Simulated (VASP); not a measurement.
Runs of VASP 6.6.1 on Ag. It takes space group Fm-3m (No. 225, cubic). Conventional cell: a = 4.085 Å, b = 4.085 Å, c = 4.085 Å, α = 90.00°, β = 90.00°, γ = 90.00°. Ag (site symmetry m-3m) is surrounded by 12 Ag at 2.89 Å. 

```csv
k mesh,cutoff (eV),mesh quality,gap on the mesh (eV),pressure (GPa)
12 × 12 × 12,700,not flagged,none,4.8
12 × 12 × 12,600,not flagged,none,(a)
14 × 14 × 14,520,not flagged,none,(b)
6 × 6 × 6,520,coarse,none,5.4
8 × 8 × 8,520,not flagged,none,5.2
12 × 12 × 12,300,not flagged,none,4.6
24 × 24 × 24,520,not flagged,none,4.6
10 × 10 × 10,520,not flagged,none,4.9
12 × 12 × 12,520,not flagged,none,4.8
12 × 12 × 12,350,not flagged,none,3.9
4 × 4 × 4,520,coarse,none,5.6
12 × 12 × 12,250,not flagged,none,-
```

Alike in all rows: task single point; level PBE; potentials or basis VASP PAW PBE potentials, release 64 (Ag); no spin polarisation; cell as given; smearing gaussian 0.1 eV.

Q: Fill in the values left out.

A: (a) 4.7; (b) 4.5.

Caveats: some runs use coarse meshes; the cutoff is under 1.25 times the usual one of these potentials, so pressure, stress and relaxed cells hold a basis-set (Pulay) error (some runs).

A k mesh can miss the band edges, and the runs leave out spin-orbit coupling on Ag.

A gap of «none» marks a metal or a gap under the smearing width.
